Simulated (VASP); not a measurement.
Crystal: Br.

```
Br
1.0
     3.36325   -2.32255    0.00000
     3.36325    2.32255    0.00000
     0.00000    0.00000    8.70230
Br
4
Cartesian
  3.3632 -1.6959 0.9564
  3.3632 -0.6266 5.3075
  3.3632 1.6959 7.7459
  3.3632 0.6266 3.3948
```

* Program: VASP 6.6.1
* Task: relaxation of cell and atoms
* Functional: PBE
* Potentials or basis: VASP PAW PBE potentials, release 64 (Br)
* Cutoff: 600 eV
* k mesh: 8 × 8 × 4
* Occupations: gaussian, width 0.03 eV
* Spin: no spin polarisation

At the start: pressure 1.8 GPa; volume 33.99 Å³/atom.

Question: How do energy, volume and symmetry change on relaxing?

Answer: Over 13 steps the energy falls by 48.6 meV/atom and the volume is 39.11 Å³/atom (+15.1 %); space group Cmce (No. 64, to 0.05 Å).

Step by step:
```
step  energy change (eV)  largest force (eV/Å)  pressure (GPa)  volume (Å³)
   1              0.0000                0.8819            1.85       135.95
   2              0.0060                0.6128           -1.63       143.79
   3             -0.0571                0.0994           -0.03       139.55
   4             -0.0745                0.0930           -0.05       140.09
   5             -0.1181                0.0770            0.00       141.57
   6             -0.1592                0.1068            0.44       143.98
   7             -0.1558                0.3664           -0.71       149.76
   8             -0.1653                0.1541           -0.10       146.47
   9             -0.1793                0.1224           -0.12       149.49
  10             -0.1939                0.0507           -0.10       156.16
  11             -0.1941                0.0452           -0.10       156.83
  12             -0.1873                0.2121            0.59       154.67
  13             -0.1944                0.0047            0.02       156.45
```

Final structure:
```
CELL_PARAMETERS angstrom
4.21612 -2.13075 0.00000
4.21612 2.13075 0.00000
0.00000 0.00000 8.70786
ATOMIC_POSITIONS crystal
Br 0.85742 0.14258 0.11833
Br 0.64258 0.35742 0.61833
Br 0.14258 0.85742 0.88167
Br 0.35742 0.64258 0.38166
```

Caveat: the volume moved by over 15 % at a fixed basis, so the end points are rough; the volume moved by +15 % from the deposited cell, more than functionals usually miss.
